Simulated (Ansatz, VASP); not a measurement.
# Cross-check of Ta3VSe2 between VASP and Ansatz, part 2 of 2

Aim: how closely do two programs agree when they are given the same cell, functional and k mesh? The cell is invented: As first built, before any earlier steps moved the atoms (in the runner's words): it takes the Ta4SeS structure with some of its atoms replaced by other elements, volume scaled by an estimate. It may not be a known or stable phase. The cell is taken from a series of VASP runs on this material, whose earlier steps may have relaxed, scaled or displaced it; both programs get it as it stands. Valence electrons are named where the data sets of a main pair hold unlike numbers.

VASP 6.6.1 and Ansatz 0.2.0.

So far: The starting structure; VASP: single point, PBE.

**3. Ansatz: single point, PBE**

Level of this step: Ansatz beside VASP: Kohn-Sham DFT, plane waves, PBE (Ansatz).

Ansatz runs on its default PAW (the set named soft_2) files.

The same cell, functional, mesh and smearing now go to Ansatz, which takes its cutoff from its data sets.

Contents of input.yaml:

```yaml
crystal:
  lattice:
    - [3.3351968318, 0.0, 0.0]
    - [0.0, 3.3351968318, 0.0]
    - [0.0, 0.0, 10.2768044105]
  atoms:
    - { symbol: Ta, position: [0.5, 0.5, 0.2322675592] }
    - { symbol: Ta, position: [0.5, 0.5, 0.9195633029] }
    - { symbol: Ta, position: [0.0, 0.0, 0.0723500317] }
    - { symbol: Se, position: [0.5, 0.5, 0.6554841304] }
    - { symbol: Se, position: [0.0, 0.0, 0.3547859068] }
    - { symbol: V, position: [0.0, 0.0, 0.7655480689], spin: 2.0 }
hamiltonian:
  xc: pbe
  pseudopotentials: { kind: paw }
magnetization:
  spin_polarized: true
kpoints:
  mp_grid: { grid: [7, 7, 3] }
scf:
  occupations: { method: fermi_dirac, width: 0.05 }
  n_extra_bands: 8
output:
  forces: true
  stress: true
  eigenvalues: true
```

On the command line:

```sh
$ ansatz run input.yaml --threads 4 --pin off --max-ram 9216MiB --backend cpu --events-out ev --progress --plain --runs-dir out
```

Numbers of over 12 decimals in the logs are rounded to 6 here.

The program printed:

```text
Warning: the band count 50 (scf.n_extra_bands) hosts the net moment |M| = 2.0000 μB (N_el = 84) but caps the reachable moment at 2·n_bands − N_el = 16.0000 μB, below the 52 bands that the automatic rule leaves for it — a moment growing past the seed, or the majority channel's smearing tail, pins there with fewer empty majority states than that count leaves; raise or omit scf.n_extra_bands unless the cap is intended
scf.n_extra_bands = 8 over 42 filled bands (N_el = 84.0): the run solves 50 bands
Engine: ansatz 0.2.0, aarch64-unknown-linux-gnu
Pseudopotentials: kind: paw
Pseudopotential: Ta, paw, valence charge 13, recommended cutoff 420 eV (normal), Ta.paw.azcp
Pseudopotential: Se, paw, valence charge 16, recommended cutoff 420 eV (normal), Se.paw.azcp
Pseudopotential: V, paw, valence charge 13, recommended cutoff 420 eV (normal), V.paw.azcp
Functional definition: PBE
  parameter kappa = 0.804
  parameter beta = 0.066725
  exchange = pbe_x(kappa = kappa, mu = beta*pi^2/3)
  correlation = pbe_c(beta = beta)
Crystal: 6 atoms, lattice volume = 114.314 Å³
Basis set: ecut = 420 eV, 2251 PW (Γ), exchange–correlation on 48×48×144 points (8 copies of the dense FFT grid, shifted against one another)
Bands: 50, of which v1, the nominal top of the filled ones, is band 42 counted from 1 (41 counted from 0)
Symmetry: 8 space group operations
Space group: P4mm (ITA 99), of the structure as read, at distance tolerance 4.9e-5 Å
Magnetic group: BNS 99.163 (UNI 823), of the structure as read, at distance tolerance 4.9e-5 Å
k-points: 20 of 147 (time reversal used)
Non-local potential: Ta, projectors of the file, l = 0: 3, l = 1: 2, l = 2: 2, l = 3: 1
Non-local potential: Se, projectors of the file, l = 0: 2, l = 1: 2, l = 2: 3, l = 3: 1
Non-local potential: V, projectors of the file, l = 0: 3, l = 1: 2, l = 2: 3, l = 3: 1
PAW form: soft (Blöchl's): semilocal exchange-correlation on the pseudo side does not see the compensation charge
PAW one-centre angular grid: Ta, 590 points (default); XC on 64 Gauss nodes
PAW one-centre angular grid: Se, 590 points (default); XC on 64 Gauss nodes
PAW one-centre angular grid: V, 590 points (default); XC on 64 Gauss nodes
Initial density: superposition of atomic densities (chi_scale 0.1, normalization cell, long waves 93 % of neutral atoms (reshape's long-wave potential 1.93 eV rms, cloud 2.90 Å wide))
Starting moments: Σ|m| = 2 μB on 1 of 6 sites
Initial wavefunctions: pseudopotential atomic-orbital guess
Functional: x = pbe(κ = 0.804, μ = 0.219515), c = pbe(β = 0.066725)
SCF iter   1: F=—  HF=-43664.920811 eV  |F-HF|=—  |Δ(HF+E_count)|=         —  Δρ=6.93e-2 (↑6.79e-2 ↓6.93e-2)  dr2=1.98e2  dr2_m=1.63e0  M=0.243 μB ∫|m|=0.595 μB  β_m=0.30  ethr=3.10e-3  ⟨swp⟩=6.8  Hψ=7844  notcnv=0
Mixer restart at iter 1: flushing history
preconditioner: auto → Kerker (q_TF=auto, 2.592 Å⁻¹)  [metal: Δε(μ)=0.023 eV  Ē_g=5.606 eV  σ=0.050 eV  W_gap=0.12  n_scr=28 (ndim 8)  ℏωp=19.6 eV  f_vac=0.014  D(μ)=2.73/eV (n_scr^D=18)]
spin=Collinear: Kerker preconditioning applied to the charge; magnetization (m = ρ↑ − ρ↓) channel mixes plain (no charge-response kernel on spin).
SCF iter   2: F=—  HF=-43658.328396 eV  |F-HF|=—  |Δ(HF+E_count)|=    6.59e0  Δρ=4.89e-2 (↑4.48e-2 ↓4.89e-2)  dr2=1.00e2  dr2_m=8.83e-1  M=0.253 μB ∫|m|=0.518 μB  β_m=0.59  ethr=3.10e-3  ⟨swp⟩=3.1  Hψ=3353  notcnv=0  defer=8
SCF iter   3: F=—  HF=-43651.346317 eV  |F-HF|=—  |Δ(HF+E_count)|=    6.98e0  Δρ=1.45e-2 (↑1.29e-2 ↓1.45e-2)  dr2=1.21e1  dr2_m=1.18e-2  M=0.189 μB ∫|m|=0.338 μB  β_m=0.67  ethr=3.10e-3  ⟨swp⟩=4.7  Hψ=5107  notcnv=0  defer=14
SCF iter   4: F=—  HF=-43650.127736 eV  |F-HF|=—  |Δ(HF+E_count)|=    1.22e0  Δρ=8.93e-3 (↑8.38e-3 ↓8.93e-3)  dr2=1.20e0  dr2_m=2.71e-3  M=0.165 μB ∫|m|=0.228 μB  β_m=0.83  ethr=3.10e-3  ⟨swp⟩=4.0  Hψ=3406  notcnv=0  defer=12
SCF iter   5: F=—  HF=-43650.016232 eV  |F-HF|=—  |Δ(HF+E_count)|=   1.12e-1  Δρ=5.09e-3 (↑5.09e-3 ↓4.26e-3)  dr2=2.90e-1  dr2_m=9.46e-3  M=0.263 μB ∫|m|=0.313 μB  β_m=0.86  ethr=1.43e-3  ⟨swp⟩=3.3  Hψ=3287  notcnv=0  defer=14
SCF iter   6: F=—  HF=-43649.989849 eV  |F-HF|=—  |Δ(HF+E_count)|=   2.64e-2  Δρ=3.85e-3 (↑1.84e-3 ↓3.85e-3)  dr2=1.15e-1  dr2_m=4.52e-3  M=0.340 μB ∫|m|=0.413 μB  β_m=0.93  ethr=3.45e-4  ⟨swp⟩=3.3  Hψ=2784  notcnv=0  defer=13
SCF iter   7: F=—  HF=-43649.982069 eV  |F-HF|=—  |Δ(HF+E_count)|=   7.78e-3  Δρ=6.03e-3 (↑6.03e-3 ↓1.17e-3)  dr2=6.14e-2  dr2_m=1.02e-2  M=0.515 μB ∫|m|=0.646 μB  β_m=0.96  ethr=1.36e-4  ⟨swp⟩=4.0  Hψ=3677  notcnv=0  defer=13
SCF iter   8: F=—  HF=-43649.993244 eV  |F-HF|=—  |Δ(HF+E_count)|=   1.12e-2  Δρ=1.67e-3 (↑1.67e-3 ↓1.63e-3)  dr2=3.54e-2  dr2_m=1.72e-3  M=0.574 μB ∫|m|=0.746 μB  β_m=0.97  ethr=7.31e-5  ⟨swp⟩=3.4  Hψ=3924  notcnv=0  defer=13
SCF iter   9: F=—  HF=-43649.991438 eV  |F-HF|=—  |Δ(HF+E_count)|=   1.81e-3  Δρ=1.02e-3 (↑1.02e-3 ↓7.80e-4)  dr2=1.15e-3  dr2_m=7.43e-4  M=0.596 μB ∫|m|=0.792 μB  β_m=0.97  ethr=4.21e-5  ⟨swp⟩=2.1  Hψ=2603  notcnv=0  defer=12
SCF iter  10: F=—  HF=-43649.991163 eV  |F-HF|=—  |Δ(HF+E_count)|=   2.76e-4  Δρ=5.04e-4 (↑5.04e-4 ↓5.02e-4)  dr2=1.98e-3  dr2_m=3.49e-6  M=0.620 μB ∫|m|=0.844 μB  β_m=0.91  ethr=1.37e-6  ⟨swp⟩=2.4  Hψ=3790  notcnv=0  defer=13
SCF iter  11: F=—  HF=-43649.991260 eV  |F-HF|=—  |Δ(HF+E_count)|=   9.74e-5  Δρ=1.90e-4 (↑1.72e-4 ↓1.90e-4)  dr2=3.63e-4  dr2_m=7.96e-7  M=0.622 μB ∫|m|=0.850 μB  β_m=0.89  ethr=1.37e-6  ⟨swp⟩=2.0  Hψ=3546  notcnv=0  defer=12
SCF iter  12: F=—  HF=-43649.991216 eV  |F-HF|=—  |Δ(HF+E_count)|=   4.45e-5  Δρ=7.88e-5 (↑7.88e-5 ↓4.95e-5)  dr2=4.12e-5  dr2_m=6.61e-7  M=0.624 μB ∫|m|=0.855 μB  β_m=0.94  ethr=4.32e-7  ⟨swp⟩=2.0  Hψ=3526  notcnv=0  defer=12
SCF iter  13: F=—  HF=-43649.991223 eV  |F-HF|=—  |Δ(HF+E_count)|=   7.24e-6  Δρ=8.67e-5 (↑8.67e-5 ↓2.28e-5)  dr2=1.53e-5  dr2_m=2.22e-6  M=0.624 μB ∫|m|=0.855 μB  β_m=0.91  ethr=4.90e-8  ⟨swp⟩=2.0  Hψ=2542  notcnv=0  defer=12
SCF iter  14: F=—  HF=-43649.991223 eV  |F-HF|=—  |Δ(HF+E_count)|=   2.90e-8  Δρ=2.33e-5 (↑1.12e-5 ↓2.33e-5)  dr2=3.73e-6  dr2_m=6.35e-8  M=0.624 μB ∫|m|=0.857 μB  β_m=0.90  ethr=1.82e-8  ⟨swp⟩=2.0  Hψ=3161  notcnv=0  defer=12
SCF iter  15: F=—  HF=-43649.991223 eV  |F-HF|=—  |Δ(HF+E_count)|=   7.43e-8  Δρ=1.26e-5 (↑1.26e-5 ↓4.90e-6)  dr2=6.62e-7  dr2_m=2.29e-8  M=0.625 μB ∫|m|=0.858 μB  β_m=0.95  ethr=4.44e-9  ⟨swp⟩=1.6  Hψ=2257  notcnv=0  defer=12
SCF iter  16: F=—  HF=-43649.991223 eV  |F-HF|=—  |Δ(HF+E_count)|=   6.28e-9  Δρ=2.81e-6 (↑2.81e-6 ↓2.27e-6)  dr2=1.01e-7  dr2_m=1.52e-10  M=0.625 μB ∫|m|=0.857 μB  β_m=0.93  ethr=7.89e-10  ⟨swp⟩=2.0  Hψ=2283  notcnv=0  defer=12
SCF iter  17: F=—  HF=-43649.991223 eV  |F-HF|=—  |Δ(HF+E_count)|=  6.55e-10  Δρ=6.64e-7 (↑4.74e-7 ↓6.64e-7)  dr2=5.00e-9  dr2_m=4.44e-11  M=0.625 μB ∫|m|=0.857 μB  β_m=0.79  ethr=1.21e-10  ⟨swp⟩=2.0  Hψ=3518  notcnv=0  defer=12
SCF iter  18: F=-43649.991223 eV  HF=-43649.991223 eV  |F-HF|=6.16e-9  |Δ(HF+E_count)|=   1.40e-9  Δρ=8.11e-7 (↑8.11e-7 ↓6.19e-7)  dr2=6.77e-9  dr2_m=1.59e-11  M=0.625 μB ∫|m|=0.857 μB  ethr=5.96e-12  ⟨swp⟩=4.5  Hψ=6662  notcnv=0
SCF 1 converged in 18 iterations: F = -43649.991223 eV  dr2 = 6.77e-9
  greatest PAW one-centre occupation: 1.000 electrons in one spin orbital (limit 2), on the Se atom at site 4 (counted from 0), in its partial waves of l = 2
SCF converged after 18 iterations
Magnetization: 0.6245 μB (42.3123 up, 41.6877 down)
Absolute magnetization: 0.8569 μB (∫|ρ↑−ρ↓|, with the PAW one-centre terms)
Spin contamination: 0.0465 ħ² per cell (⟨S²⟩ above its minimum at these occupations)
Per-site moments (μB) at R_I (Å): [(0.050968, 1.102780), (-0.045429, 1.119480), (-0.00322932, 1.168706), (-0.019344, 1.078920), (0.0016242, 1.102780), (0.554453, 1.078920)]
Free energy (F): -43649.991223 eV
Harris-Foulkes:  -43649.991223 eV  (|F-HF|=6.16e-9)
Internal energy: -43649.959445 eV  (E = F + TS)
E sigma→0 (E₀):  -43649.975334 eV
Entropy (-TS):   -0.031778 eV (-5.296 meV/atom)
Fermi energy:    15.165485 eV
--- Per-component energies (eV) ---
  E_band       = -1222.929232
  E_kinetic    = 1672.203618
  E_local      = -7895.407533  (includes V_loc(G=0)·N_el)
  E_nonlocal   = -1191.458963
  E_hartree    = 3633.832012
  E_xc         = -995.303775
  E_vxc        = -975.328418  (∫ρ·V_xc dr)
  E_paw        = -30126.313779  (= ΣΔE_a)
  E_vpaw       = -100.599816  (= ΣTr[D̂ρ^β])
  E_aug_tail   = -0.000475  (compensation charges beyond the density's cutoff)
  E_ewald      = -8747.510550
  E_smearing   = -0.031778  (= −TS)
  E_closure    = 0.000000  (closes the sum)
  Σ components = -43649.991223   (vs F -43649.991223, Δ=0.00e0)
--- Forces (eV/Å), atoms counted from 1 ---
  atom   1  Ta    -0.00000000    -0.00000000    -0.16281402
  atom   2  Ta     0.00000000    -0.00000000     0.04481879
  atom   3  Ta     0.00000000     0.00000000     0.03725766
  atom   4  Se    -0.00000000     0.00000000    -0.01347558
  atom   5  Se     0.00000000     0.00000000     0.10815434
  atom   6  V      0.00000000     0.00000000    -0.01405573
  max |Σ_I F_I| component: 1.15e-4 eV/Å
--- Stress (GPa, compression-positive) ---
        0.030318      -0.000000       0.000000
       -0.000000       0.030318      -0.000000
        0.000000      -0.000000       0.717064
  P = ⅓ Tr σ = 0.2592 GPa (2.592 kbar)
--- Band table (eV; the first three rows and the last of 40) ---
  k-point 0 ↑: bands = [... 38 lower, 14.2025, 14.7807, 15.2104, 15.2104, 15.6102, 15.6102, 15.6665, 16.0287, ... 4 higher]
  k-point 1 ↑: bands = [... 38 lower, 14.2121, 14.7808, 15.2075, 15.2075, 15.5969, 15.5969, 15.6662, 15.9525, ... 4 higher]
  k-point 2 ↑: bands = [... 38 lower, 14.3689, 14.6040, 14.8729, 15.1035, 15.3092, 15.5010, 15.8889, 16.0429, ... 4 higher]
  k-point 19 ↓: bands = [... 38 lower, 13.4766, 13.5447, 14.5304, 14.7232, 16.0333, 16.3059, 16.5032, 17.1451, ... 4 higher]
```

Run time: 14 s. Hardware: 4 threads of Arm Neoverse V1, shared host; peak memory 0.53 GiB.

The column dr2 measures how far the density is from self-consistency, as an energy; F and HF (Harris–Foulkes) agree once it is small.

The run ends at a pressure of 0.26 GPa, with forces up to 0.16 eV/Å.

**4. Side by side**

Known differences besides the potentials themselves: the data sets hold 84 valence electrons in Ansatz (on its default PAW (the set named soft_2) files) and 58 in VASP; the cutoff is 420 eV in Ansatz and 400 eV in VASP; VASP leaves aspherical gradient terms in its spheres out (LASPH is not set), Ansatz keeps them; site moments are counted in spheres of each program's own size. Total energies have different zeros and are not compared.

Both answers:

```csv
quantity,Ansatz,VASP,difference
pressure (GPa),0.26,0.06,+0.20
total moment (μB),-0.62,0.00,-0.62
moment on V6 (μB),-0.55,0.00,-0.55
moment on Ta1 (μB),-0.05,0.00,-0.05
```

Forces (eV/Å; atoms numbered as in POSCAR):

```csv
atom,"Ansatz x, y, z","VASP x, y, z"
Ta1,"0.000, 0.000, -0.163","0.000, 0.000, -0.142"
Ta2,"0.000, 0.000, 0.045","0.000, 0.000, 0.013"
Ta3,"0.000, 0.000, 0.037","0.000, 0.000, 0.005"
Se4,"0.000, 0.000, -0.013","0.000, 0.000, -0.026"
Se5,"0.000, 0.000, 0.108","0.000, 0.000, 0.122"
V6,"0.000, 0.000, -0.014","0.000, 0.000, 0.027"
```

The forces differ by 16 meV/Å r.m.s., which is 35.1 % of the r.m.s. force of 0.045 eV/Å (both taken over all components). Without spin-orbit coupling the overall direction of the spins is arbitrary; the signs of Ansatz's moments are turned here to match VASP's. By their total or site moments the two runs ended in different magnetic states; the other differences may follow from that, so they don't measure the programs' precision. Ansatz's pressure holds a Pulay correction of 0.04 GPa; VASP's holds none.

**5. What the set-up changes**

Further runs change the set-up of one program: Ansatz's method, potentials or start, or VASP's data sets, cutoff or form of LDA. The table gives Ansatz less VASP for each quantity, since a change that brings one quantity closer may part another.

```csv
run,r.m.s. force difference (meV/Å),pressure (GPa),total moment (μB)
as above,16,0.20,-0.62
"a start from the moments at which VASP ended, with Ansatz's search for lower states switched off",16,0.20,-0.62
Ansatz's larger PAW set (cutoff 930 eV),16,0.24,-0.63
```

**6. What came out**

- difference in total moment (single point, PBE): -0.62 μB
- r.m.s. force difference (single point, PBE): 16 meV/Å

**Reading.** The r.m.s. force difference is 16 meV/Å (single point, PBE), beyond the 12 meV/Å picked in this series as the mark of a large difference. The data sets hold unlike numbers of valence electrons (84 in Ansatz and 58 in VASP), so part of the differences comes from the potentials. The runs of the single point, PBE pair ended with unlike moments, so it says little about numerical agreement. By the marks of this series, far apart in the single point, PBE pair: the r.m.s. force difference, 16 meV/Å. For single point, PBE, no further run moves any of the tabulated differences by more than a quarter of its size. 1 further run of this series is not shown here. How closely two codes agree says nothing of how well the functional describes the real material.

[Lines on the potential files, build, host, timing and source positions are cut from VASP's logs without a mark.]

[Logs are printed without paths, hosts, clocks, repeated set-up lines and the standing remarks that a program may print on its own settings, such as how far it seeks lower states.]

[Hosts, paths, dates, database ids (printed as entryN), source tags and the programs' standing remarks are cut or masked in the printed files.]
